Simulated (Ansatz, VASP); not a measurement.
# Ge (Ge(110)) in two plane-wave programs, part 2 of 2

One calculation is typed for both programs; each brings its own data sets and cutoff. How far apart do they land?  The structure shown is the end of the VASP relaxation below.

VASP 6.6.1 and Ansatz 0.2.0.

So far: The structure; VASP: relaxation, PBE.

**3. Ansatz: single point, PBE**

Level of this step: Ansatz beside VASP: Kohn-Sham DFT, plane waves, PBE (Ansatz).

Ansatz runs on its default PAW (the set named soft_2) files.

The same cell, functional, mesh and smearing now go to Ansatz, which takes its cutoff from its data sets.

Input file input.yaml:

```yaml
crystal:
  lattice:
    - [4.17529507, 0.0, 0.0]
    - [0.0, 5.90475891, 0.0]
    - [0.0, 0.0, 32.21016558]
  atoms:
    - { symbol: Ge, position: [0.75, 0.38575273, 0.75104077] }
    - { symbol: Ge, position: [0.25, 0.61424727, 0.75104077] }
    - { symbol: Ge, position: [0.25, 0.8766626, 0.68966956] }
    - { symbol: Ge, position: [0.75, 0.1233374, 0.68966956] }
    - { symbol: Ge, position: [0.75, 0.3770831, 0.62617482] }
    - { symbol: Ge, position: [0.25, 0.6229169, 0.62617482] }
    - { symbol: Ge, position: [0.25, 0.87719836, 0.56279174] }
    - { symbol: Ge, position: [0.75, 0.12280164, 0.56279174] }
    - { symbol: Ge, position: [0.75, 0.37800535, 0.5] }
    - { symbol: Ge, position: [0.25, 0.62199465, 0.5] }
    - { symbol: Ge, position: [0.25, 0.87719836, 0.43720826] }
    - { symbol: Ge, position: [0.75, 0.12280164, 0.43720826] }
    - { symbol: Ge, position: [0.75, 0.3770831, 0.37382518] }
    - { symbol: Ge, position: [0.25, 0.6229169, 0.37382518] }
    - { symbol: Ge, position: [0.25, 0.8766626, 0.31033044] }
    - { symbol: Ge, position: [0.75, 0.1233374, 0.31033044] }
    - { symbol: Ge, position: [0.75, 0.38575273, 0.24895923] }
    - { symbol: Ge, position: [0.25, 0.61424727, 0.24895923] }
hamiltonian:
  xc: pbe
  pseudopotentials: { kind: paw }
kpoints:
  mp_grid: { grid: [6, 4, 1] }
scf:
  occupations: { method: gaussian, width: 0.03 }
  n_extra_bands: 8
efield:
  axis: 3
  dipole_correction: true
  ramp_width: 0.04
output:
  forces: true
  eigenvalues: true
  write_density: true
  write_potential: true
  elf: true
  volumetric_format: npy
```

Started as:

```sh
$ ansatz run input.yaml --threads 8 --pin off --max-ram 18432MiB --backend cpu --events-out ev --progress --plain --runs-dir out
```

Numbers of over 12 decimals in the logs are rounded to 6 here.

What it wrote:

```text
scf.n_extra_bands = 8 over 126 filled bands (N_el = 252.0): the run solves 134 bands
Engine: ansatz 0.2.0, aarch64-unknown-linux-gnu
Pseudopotentials: kind: paw
Pseudopotential: Ge, paw, valence charge 14, recommended cutoff 420 eV (normal), Ge.paw.azcp
Functional definition: PBE
  parameter kappa = 0.804
  parameter beta = 0.066725
  exchange = pbe_x(kappa = kappa, mu = beta*pi^2/3)
  correlation = pbe_c(beta = beta)
Crystal: 18 atoms, lattice volume = 794.113 Å³
Basis set: ecut = 420 eV, 15385 PW (Γ), exchange–correlation on 60×80×432 points (8 copies of the dense FFT grid, shifted against one another)
Bands: 134, of which v1, the nominal top of the filled ones, is band 126 counted from 1 (125 counted from 0)
Symmetry: 4 space group operations
k-points: 12 of 24
Non-local potential: Ge, projectors of the file, l = 0: 2, l = 1: 2, l = 2: 3, l = 3: 1
PAW form: soft (Blöchl's): semilocal exchange-correlation on the pseudo side does not see the compensation charge
PAW one-centre angular grid: Ge, 590 points (default); XC on 64 Gauss nodes
Initial density: superposition of atomic densities (neutral atoms: chi_scale 0, normalization atom), corrected by the library's trained network
Initial wavefunctions: pseudopotential atomic-orbital guess
Functional: x = pbe(κ = 0.804, μ = 0.219515), c = pbe(β = 0.066725)
SCF iter   1: F=—  HF=-77305.860071 eV  |F-HF|=—  |Δ(HF+E_count)|=         —  Δρ=2.02e-3  dr2=6.56e-2  ethr=1.77e-3  p=0.000 e·Å  D=2.13e-13 V/Å  ΔV_dip=-0.00 eV  dr2_dipole=9.98e-8  V_vac-E_F(+/−)=4.58/4.58 eV  ⟨swp⟩=6.1  Hψ=5853  notcnv=0  defer=5
efield: sawtooth ramp at fractional position 0.9800 (placed from the atoms, in the widest stretch of the axis that holds none; the zero of the levels goes with the place), width 0.0400; the density the first Hamiltonian is built on has a dipole p = 0.000 e·Å; the dipole correction subtracts the counter field D = 2.13e-13 V/Å, which shifts the + side's vacuum level by -0.00 eV against the − side's; the planar-averaged density in the ramp window peaks in size at 2.6e-5 e/Å³
preconditioner: auto → LDOS  [insulator: Δε(μ)=0.032 eV  Ē_g=20.245 eV  σ=0.030 eV  W_gap=0.53  n_scr=164 (ndim 8)  ℏωp=20.9 eV  f_vac=0.426  D(μ)=11.80/eV (n_scr^D=56)  ε∞_Penn≈2.1  β→1.0]
SCF iter   2: F=—  HF=-77305.851248 eV  |F-HF|=—  |Δ(HF+E_count)|=   8.82e-3  Δρ=6.28e-4  dr2=5.06e-3  ethr=2.60e-5  p=0.000 e·Å  D=7.80e-7 V/Å  ΔV_dip=-0.00 eV  dr2_dipole=2.53e-7  V_vac-E_F(+/−)=4.62/4.62 eV  ⟨swp⟩=2.2  Hψ=2505  notcnv=0  defer=25
SCF iter   3: F=—  HF=-77305.851392 eV  |F-HF|=—  |Δ(HF+E_count)|=   1.45e-4  Δρ=3.62e-4  dr2=1.86e-3  ethr=2.01e-6  p=0.000 e·Å  D=7.61e-8 V/Å  ΔV_dip=-0.00 eV  dr2_dipole=3.93e-9  V_vac-E_F(+/−)=4.64/4.64 eV  ⟨swp⟩=2.0  Hψ=3152  notcnv=0  defer=25
SCF iter   4: F=—  HF=-77305.850983 eV  |F-HF|=—  |Δ(HF+E_count)|=   4.09e-4  Δρ=1.01e-4  dr2=1.79e-4  ethr=7.39e-7  p=0.000 e·Å  D=1.59e-8 V/Å  ΔV_dip=-0.00 eV  dr2_dipole=1.33e-9  V_vac-E_F(+/−)=4.64/4.64 eV  ⟨swp⟩=2.0  Hψ=3100  notcnv=0  defer=25
SCF iter   5: F=—  HF=-77305.850975 eV  |F-HF|=—  |Δ(HF+E_count)|=   7.94e-6  Δρ=4.91e-5  dr2=4.35e-5  ethr=7.11e-8  p=-0.000 e·Å  D=-2.96e-8 V/Å  ΔV_dip=0.00 eV  dr2_dipole=1.19e-9  V_vac-E_F(+/−)=4.65/4.65 eV  ⟨swp⟩=2.0  Hψ=3101  notcnv=0  defer=25
SCF iter   6: F=—  HF=-77305.851087 eV  |F-HF|=—  |Δ(HF+E_count)|=   1.11e-4  Δρ=1.97e-5  dr2=1.34e-5  ethr=1.73e-8  p=-0.000 e·Å  D=-2.00e-8 V/Å  ΔV_dip=0.00 eV  dr2_dipole=7.83e-12  V_vac-E_F(+/−)=4.65/4.65 eV  ⟨swp⟩=2.0  Hψ=3104  notcnv=0  defer=25
SCF iter   7: F=—  HF=-77305.851087 eV  |F-HF|=—  |Δ(HF+E_count)|=   6.36e-7  Δρ=9.05e-6  dr2=3.62e-6  ethr=5.30e-9  p=-0.000 e·Å  D=-1.00e-8 V/Å  ΔV_dip=0.00 eV  dr2_dipole=3.67e-12  V_vac-E_F(+/−)=4.65/4.65 eV  ⟨swp⟩=2.0  Hψ=1900  notcnv=0  defer=25
SCF iter   8: F=—  HF=-77305.851087 eV  |F-HF|=—  |Δ(HF+E_count)|=   9.34e-8  Δρ=3.60e-6  dr2=7.93e-7  ethr=1.44e-9  p=-0.000 e·Å  D=-1.87e-9 V/Å  ΔV_dip=0.00 eV  dr2_dipole=6.76e-13  V_vac-E_F(+/−)=4.65/4.65 eV  ⟨swp⟩=3.0  Hψ=3164  notcnv=0  defer=25
SCF iter   9: F=—  HF=-77305.851087 eV  |F-HF|=—  |Δ(HF+E_count)|=   2.51e-8  Δρ=1.42e-6  dr2=1.01e-7  ethr=3.97e-11  p=-0.000 e·Å  D=-6.64e-10 V/Å  ΔV_dip=0.00 eV  dr2_dipole=1.32e-13  V_vac-E_F(+/−)=4.65/4.65 eV  ⟨swp⟩=11.7  Hψ=12278  notcnv=0
SCF iter  10: F=-77305.851087 eV  HF=-77305.851087 eV  |F-HF|=3.14e-9  |Δ(HF+E_count)|=   2.97e-8  Δρ=7.50e-7  dr2=1.29e-8  ethr=3.97e-11  p=-0.000 e·Å  D=-4.34e-10 V/Å  ΔV_dip=0.00 eV  dr2_dipole=1.14e-15  V_vac-E_F(+/−)=4.65/4.65 eV  ⟨swp⟩=8.0  Hψ=9998  notcnv=0
SCF 1 converged in 10 iterations: F = -77305.851087 eV  dr2 = 1.29e-8
  greatest PAW one-centre occupation: 0.998 electrons in one spin orbital (limit 2), on the Ge atom at site 16 (counted from 0), in its partial waves of l = 2
WARN: The output density's exchange-correlation potential varies sharply where the density is thin. Do not read a vacuum level from v_tot or v_xc, or from such a field of the output density. On a cell that repeats whose density bears no net charge and no dipole along the vacuum's axis use v_es (v_loc + v_h of the components); under efield.dipole_correction with no amplitude use v_es + v_field, which holds any externa [...]
SCF converged after 10 iterations
Free energy (F): -77305.851087 eV
Harris-Foulkes:  -77305.851087 eV  (|F-HF|=3.14e-9)
Internal energy: -77305.845681 eV  (E = F + TS)
E sigma→0 (E₀):  -77305.848384 eV
Entropy (-TS):   -0.005406 eV (-0.300 meV/atom)
Fermi energy:    2.047044 eV
Dipole field:    D = -0.000000 V/Å  (p = -0.000000 e·Å, saw-weighted, corrected)
Work function:   Φ+ = 4.6506 eV   Φ− = 4.6506 eV
Levels:          The Fermi level and band energies are counted from a zero that moves with the ramp; work functions are not
--- Per-component energies (eV) ---
  E_band       = -4250.532973
  E_kinetic    = 1980.926494
  E_local      = -283776.843686  (includes V_loc(G=0)·N_el)
  E_nonlocal   = 7512.008130
  E_hartree    = 138387.825606
  E_xc         = -1347.856047
  E_vxc        = -1145.262239  (∫ρ·V_xc dr)
  E_paw        = -36338.005570  (= ΣΔE_a)
  E_vpaw       = -5596.959495  (= ΣTr[D̂ρ^β])
  E_aug_tail   = 0.005544  (compensation charges beyond the density's cutoff)
  E_efield     = 0.000000  (sawtooth field / dipole correction)
  E_vefield    = 0.000000  (∫n·V_field dr)
  E_ewald      = 96276.093848
  E_smearing   = -0.005406  (= −TS)
  E_closure    = -0.000000  (closes the sum)
  Σ components = -77305.851087   (vs F -77305.851087, Δ=0.00e0)
--- Forces (eV/Å), atoms counted from 1 ---
  atom   1  Ge     0.00000000     0.03085393    -0.06007181
  atom   2  Ge     0.00000000    -0.03085393    -0.06007181
  atom   3  Ge     0.00000000     0.02069213    -0.00276843
  atom   4  Ge     0.00000000    -0.02069213    -0.00276843
  atom   5  Ge     0.00000000     0.01424520     0.01326178
  atom   6  Ge     0.00000000    -0.01424520     0.01326178
  atom   7  Ge     0.00000000    -0.00381043     0.01956719
  atom   8  Ge     0.00000000     0.00381043     0.01956719
  atom   9  Ge     0.00000000     0.00227075    -0.00000002
  atom  10  Ge     0.00000000    -0.00227075    -0.00000002
  atom  11  Ge     0.00000000    -0.00381043    -0.01956715
  atom  12  Ge     0.00000000     0.00381043    -0.01956715
  atom  13  Ge     0.00000000     0.01424520    -0.01326179
  atom  14  Ge     0.00000000    -0.01424520    -0.01326179
  atom  15  Ge     0.00000000     0.02069214     0.00276845
  atom  16  Ge     0.00000000    -0.02069214     0.00276845
  atom  17  Ge     0.00000000     0.03085396     0.06007179
  atom  18  Ge     0.00000000    -0.03085396     0.06007179
  max |Σ_I F_I| component: 2.43e-8 eV/Å
--- Band table (eV; the first three rows and the last of 12) ---
  k-point 0: bands = [... 122 lower, 1.6066, 1.8729, 2.0082, 2.2414, 2.3625, 2.7164, 2.9233, 3.1185, ... 4 higher]
  k-point 1: bands = [... 122 lower, 1.3069, 1.3259, 1.7650, 1.8484, 2.2301, 2.3478, 2.8165, 2.9104, ... 4 higher]
  k-point 2: bands = [... 122 lower, 0.7918, 0.8339, 1.4343, 1.6650, 1.6733, 1.9362, 2.5007, 2.7182, ... 4 higher]
  k-point 11: bands = [... 122 lower, 0.7004, 0.7004, 1.5288, 1.5288, 2.0606, 2.0606, 3.2727, 3.2727, ... 4 higher]
```

Wall time 26 s (8 threads of Arm Neoverse V2, shared host); peak memory 4.1 GiB.

**4. Differences**

Known differences besides the PAW data sets themselves: the data sets hold 252 valence electrons in Ansatz (default PAW (the set named soft_2) files) and 72 in VASP; the cutoff is 420 eV in Ansatz and 320 eV in VASP (PREC = Normal, projectors in real space); VASP leaves aspherical gradient terms in its spheres out (LASPH is not set), Ansatz keeps them. Total energies have different zeros and are not compared.

At this near-relaxed geometry the largest component of a force difference is 53 meV/Å.

**5. Looking for the cause**

The difference is large enough to ask for its cause, so further runs change the set-up of one program at a time, as the table lists.

```
                                        run  r.m.s. force difference (meV/Å)
                                   as above                               16
    Ansatz's larger PAW set (cutoff 560 eV)                               16
norm-conserving potentials (cutoff 1061 eV)                               15
```

**6. Outcome**

- r.m.s. force difference (single point, PBE): 16 meV/Å

**Reading.** The r.m.s. force difference is 16 meV/Å (single point, PBE), beyond the 12 meV/Å picked in this series as the mark of a large difference. For single point, PBE: no further run halves the r.m.s. force difference; only Ansatz's side was varied, and Ansatz's runs with other potentials lie closer to each other than to VASP, which for this quantity points to VASP's side; this was not tested here. How closely two codes agree says nothing of how well the functional describes the real material.

[Lines on the potential files, build, host, timing and source positions are cut from VASP's logs without a mark.]

[Logs are printed without paths, hosts, clocks, repeated set-up lines and the standing remarks that a program may print on its own settings, such as how far it seeks lower states.]

[Hosts, paths, dates, database ids (printed as entryN), source tags and the programs' standing remarks are cut or masked in the printed files.]
